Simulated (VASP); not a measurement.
# LiFeSe2Cl6 (Fm-3m) in VASP: a series of runs, part 2 of 2

VASP 6.6.1. Earlier steps stand in the parts before.

## Step 3: Single point, PBE

INCAR reads:

```
SYSTEM = LiFeSe2Cl6
ALGO = Fast ; EDIFF = 1E-7
ENCUT = 520 ; GGA = PE
ISIF = 2 ; ISMEAR = -1
LASPH = .True. ; LCHARG = .False.
LREAL = .False. ; LWAVE = .False.
NBANDS = 44 ; NELM = 100
PREC = Accurate ; SIGMA = 0.1
```

KPOINTS reads:

```
k-points
0
Gamma
  4 4 4
  0 0 0
```

POSCAR reads:

```
LiFeSe2Cl6
1.0
    0.0000000000      4.8359149300      4.8359149300
    4.8359149300      0.0000000000      4.8359149300
    4.8359149300      4.8359149300      0.0000000000
Se Fe Cl Li
2 1 6 1
Direct
    0.7500000000      0.7500000000      0.7500000000
    0.2500000000      0.2500000000      0.2500000000
    0.0000000000      0.0000000000      0.0000000000
    0.7696000000      0.7696000000      0.2304000000
    0.2304000000      0.2304000000      0.7696000000
    0.2304000000      0.7696000000      0.7696000000
    0.7696000000      0.2304000000      0.2304000000
    0.7696000000      0.2304000000      0.7696000000
    0.2304000000      0.7696000000      0.2304000000
    0.5000000000      0.5000000000      0.5000000000
```

Potentials or basis: VASP PAW PBE potentials, release 64 (Se, Fe, Cl, Li_sv).

Started as:

```bash
> cat potpaw_PBE.64/Se/POTCAR potpaw_PBE.64/Fe/POTCAR potpaw_PBE.64/Cl/POTCAR potpaw_PBE.64/Li_sv/POTCAR > POTCAR
> mpirun -np 1 vasp_std > vasp.out
```

OUTCAR:

```text
SYSTEM = LiFeSe2Cl6
   EDIFF = 1E-7
   ENCUT = 520
   GGA = PE
   ISIF = 2
   ISMEAR = -1
   LASPH = .True.
   LREAL = .False.
   NELM = 100
   PREC = Accurate

 ion  position               nearest neighbor table
   1  0.750  0.750  0.750-
   2  0.250  0.250  0.250-
   3  0.000  0.000  0.000-   4 2.23   5 2.23   6 2.23   7 2.23   8 2.23   9 2.23
   4  0.770  0.770  0.230-   3 2.23  10 2.61
   5  0.230  0.230  0.770-   3 2.23  10 2.61
   6  0.230  0.770  0.770-   3 2.23  10 2.61
   7  0.770  0.230  0.230-   3 2.23  10 2.61
   8  0.770  0.230  0.770-   3 2.23  10 2.61
   9  0.230  0.770  0.230-   3 2.23  10 2.61
  10  0.500  0.500  0.500-   4 2.61   5 2.61   6 2.61   7 2.61   8 2.61   9 2.61

  LATTYP: Found a face centered cubic cell.
 ALAT       =     9.6718298600

  Lattice vectors:

 A1 = (   0.0000000000,   4.8359149300,   4.8359149300)
 A2 = (   4.8359149300,   0.0000000000,   4.8359149300)
 A3 = (   4.8359149300,   4.8359149300,   0.0000000000)

Analysis of symmetry for initial positions (statically):
=====================================================================
 Subroutine PRICEL returns:
 Original cell was already a primitive cell.

 Routine SETGRP: Setting up the symmetry group for a
 face centered cubic supercell.

 Subroutine GETGRP returns: Found 48 space group operations
 (whereof 48 operations were pure point group operations)
 out of a pool of 48 trial point group operations.

The static configuration has the point symmetry O_h .

Analysis of symmetry for dynamics (positions and initial velocities):
=====================================================================
 Subroutine PRICEL returns:
 Original cell was already a primitive cell.

 Routine SETGRP: Setting up the symmetry group for a
 face centered cubic supercell.

 Subroutine GETGRP returns: Found 48 space group operations
 (whereof 48 operations were pure point group operations)
 out of a pool of 48 trial point group operations.

The dynamic configuration has the point symmetry O_h .

 Subroutine INISYM returns: Found 48 space group operations
 (whereof 48 operations are pure point group operations),
 and found     1 'primitive' translations

----------------------------------------------------------------------------------------

                                     Primitive cell

  volume of cell :     226.1861

  direct lattice vectors                    reciprocal lattice vectors
     0.000000000  4.835914930  4.835914930    -0.103393051  0.103393051  0.103393051
     4.835914930  0.000000000  4.835914930     0.103393051 -0.103393051  0.103393051
     4.835914930  4.835914930  0.000000000     0.103393051  0.103393051 -0.103393051

  length of vectors
     6.839016480  6.839016480  6.839016480     0.179082018  0.179082018  0.179082018

  position of ions in fractional coordinates (direct lattice)
     0.750000000  0.750000000  0.750000000
     0.250000000  0.250000000  0.250000000
     0.000000000  0.000000000  0.000000000
     0.769600000  0.769600000  0.230400000
     0.230400000  0.230400000  0.769600000
[... 51 lines left out ...]
  0.500000  0.250000  0.000000     24.000000
 -0.250000  0.250000  0.000000     12.000000
  0.500000  0.500000  0.000000      3.000000
 -0.250000  0.500000  0.250000      6.000000
   k-points           NKPTS =      8   k-points in BZ     NKDIM =      8   number of bands    NBANDS=     44
   number of dos      NEDOS =    301   number of ions     NIONS =     10
   total plane-waves  NPLWV = 157464
   dimension x,y,z NGX =    54 NGY =   54 NGZ =   54
   dimension x,y,z NGXF=   108 NGYF=  108 NGZF=  108
   ions per type =               2   1   6   1
   NGX,Y,Z   is equivalent  to a cutoff of  13.13, 13.13, 13.13 a.u.
   NGXF,Y,Z  is equivalent  to a cutoff of  26.25, 26.25, 26.25 a.u.
 SYSTEM =  LiFeSe2Cl6
   PREC   = accura    normal or accurate (medium, high low for compatibility)
   ISTART =      0    job   : 0-new  1-cont  2-samecut
   ICHARG =      2    charge: 1-file 2-atom 10-const
   ISPIN  =      1    spin polarized calculation?
   LNONCOLLINEAR =      F non collinear calculations
   LSORBIT =      F    spin-orbit coupling
   LASPH  =      T    aspherical Exc in radial PAW
   ENCUT  =  520.0 eV  38.22 Ry    6.18 a.u.  12.72 12.72 12.72*2*pi/ulx,y,z
   NELM   =    100;   NELMIN=  2; NELMDL= -5     # of ELM steps
   EDIFF  = 0.1E-06   stopping-criterion for ELM
   LREAL  =      F    real-space projection
   EDIFFG = 0.1E-05   stopping-criterion for IOM
   NSW    =      0    number of steps for IOM
   IBRION =     -1    ionic relax: 0-MD 1-quasi-New 2-CG
   NFREE  =      0    steps in history (QN), initial steepest desc. (CG)
   ISIF   =      2    stress and relaxation
   ISYM   =      2    0-nonsym 1-usesym 2-fastsym
   POTIM  = 0.5000    time-step for ionic-motion
   TEBEG  =    0.0;   TEEND  =   0.0 temperature during run
   PSTRESS=    0.0 pullay stress
   NELECT =      65.0000    total number of electrons
   NUPDOWN=      -1.0000    fix difference up-down
   EMIN   =  10.00;   EMAX   =-10.00  energy-range for DOS
   EFERMI =   0.00;   METHOD = LEGACY
   ISMEAR =    -1;   SIGMA  =   0.10  broadening in eV -4-tet -1-fermi 0-gaus
   EFERMI_NEDOS =   21; number of points for ismear=-14 and -15
   IALGO  =     68    algorithm
   IMIX   =      4    mixing-type and parameters
     AMIX     =   0.40;   BMIX     =  1.00
     AMIX_MAG =   1.60;   BMIX_MAG =  1.00
  volume/ion in A,a.u.               =      22.62       152.64
  Fermi-wavevector in a.u.,A,eV,Ry     =   1.080332  2.041532 15.879598  1.167118
  Thomas-Fermi vector in A             =   2.216320
   LORBIT       =      0    0 simple, 1 ext, 2 COOP (PROOUT), +10 PAW based schemes
   GGA     = PE    functional components
   LHFCALC =     F    Hartree Fock is set to
   AEXX    =    0.0000 exact exchange contribution
   IVDW    =     0    specifies the selected vdW correction
   LEPSILON=     F    determine dielectric tensor
   LRPA    =     F    only Hartree local field effects (RPA)
 non-spin polarized calculation
 RMM-DIIS sequential band-by-band and
  energy-cutoff  :      520.00
  volume of cell :      226.19
 maximum number of plane-waves:      6116
 NGX is ok and might be reduce to    54
   NGX = 25   NGY = 25   NGZ = 25

 number of electron      64.9999985 magnetization

 Free energy of the ion-electron system (eV)
  ---------------------------------------------------
  ext. energy  EPLUGINS =         0.00000000
  ---------------------------------------------------
  free energy    TOTEN  =       -29.72561026 eV

  energy without entropy =      -29.36169696  energy(sigma->0) =      -29.54365361

 E-fermi :   1.7723     XC(G=0):  -8.9579

 val. band max:        1.7719875883   @ k =   0.5000   0.2500   0.0000
 cond. band min:       1.8595728789   @ k =  -0.2500   0.5000   0.2500
 fundamental gap:      0.0875852906
 Fermi energy:         1.7723458925

 k-point     1 :       0.0000    0.0000    0.0000
  band No.  band energies     occupation
      1     -44.3585      2.00000
      2     -13.8363      2.00000
      3     -12.8866      2.00000
      4     -12.8866      2.00000
      5     -12.8866      2.00000
      6     -12.6161      2.00000
[... 365 lines left out ...]
     43      10.7573      0.00000
     44      10.8703      0.00000

------------------------ aborting loop because EDIFF is reached ----------------------------------------

  FORCE on cell =-STRESS in cart. coord.  units (eV):
  Direction    XX          YY          ZZ          XY          YZ          ZX
  --------------------------------------------------------------------------------------
  -------------------------------------------------------------------------------------
  Total       -2.6386313     -2.6386313     -2.6386313     -0.0000000     -0.0000000      0.0000000
  in kB      -18.6906041    -18.6906041    -18.6906041     -0.0000000     -0.0000000      0.0000000
  external PRESSURE =     -18.6906041 kB  Pullay stress =       0.0000000 kB

 VOLUME and BASIS-vectors are now :
 -----------------------------------------------------------------------------
  energy-cutoff  :      520.00
  volume of cell :      226.19
      direct lattice vectors                 reciprocal lattice vectors
     0.000000000  4.835914930  4.835914930    -0.103393051  0.103393051  0.103393051
     4.835914930  0.000000000  4.835914930     0.103393051 -0.103393051  0.103393051
     4.835914930  4.835914930  0.000000000     0.103393051  0.103393051 -0.103393051

 POSITION                                       TOTAL-FORCE (eV/Angst)
 -----------------------------------------------------------------------------------
      7.25387      7.25387      7.25387        -0.000000     -0.000000      0.000000
      2.41796      2.41796      2.41796         0.000000      0.000000      0.000000
      0.00000      0.00000      0.00000        -0.000000      0.000000      0.000000
      4.83591      4.83591      7.44344        -0.000000      0.000000     -0.163520
      4.83591      4.83591      2.22839        -0.000000      0.000000      0.163520
      7.44344      4.83591      4.83591        -0.163520      0.000000      0.000000
      2.22839      4.83591      4.83591         0.163520      0.000000      0.000000
      4.83591      7.44344      4.83591        -0.000000     -0.163520      0.000000
      4.83591      2.22839      4.83591        -0.000000      0.163520      0.000000
      4.83591      4.83591      4.83591         0.000000     -0.000000      0.000000
 -----------------------------------------------------------------------------------
    total drift:                               -0.000000     -0.000000      0.000000

  FREE ENERGIE OF THE ION-ELECTRON SYSTEM (eV)
  ---------------------------------------------------
  free  energy   TOTEN  =       -29.7256102560 eV

  energy  without entropy=      -29.3616969645  energy(sigma->0) =      -29.54365361
```

It took 4.7 min on 1 thread of Intel Xeon Platinum 8488C (Sapphire Rapids), shared host; peak memory 0.43 GiB.

What came out:

```
Free energy            : -29.7256 eV
Largest force          : 0.164 eV/Å
Band gap on the k mesh : none (metal or under the smearing width)
```

Forces on the atoms (eV/Å):
```
Se   0.000  0.000  0.000
Se   0.000  0.000  0.000
Fe   0.000  0.000  0.000
Cl   0.000  0.000 -0.164
Cl   0.000  0.000  0.164
Cl  -0.164  0.000  0.000
Cl   0.164  0.000  0.000
Cl   0.000 -0.164  0.000
Cl   0.000  0.164  0.000
Li   0.000  0.000  0.000
```

Caveat: the cutoff is under 1.25 times the usual one of these potentials, so pressure, stress and relaxed cells hold a basis-set (Pulay) error; an odd number of electrons without spin polarisation forces a metal; a magnetic or distorted state may lie lower; the run has no spin polarisation, though such a crystal can be magnetic; semilocal functionals often make such compounds metallic where correlation or magnetic order opens a gap, which also shifts bond lengths. With open d or f shells a metallic result of PBE can be an artefact of self-interaction; +U or a hybrid may open a gap.
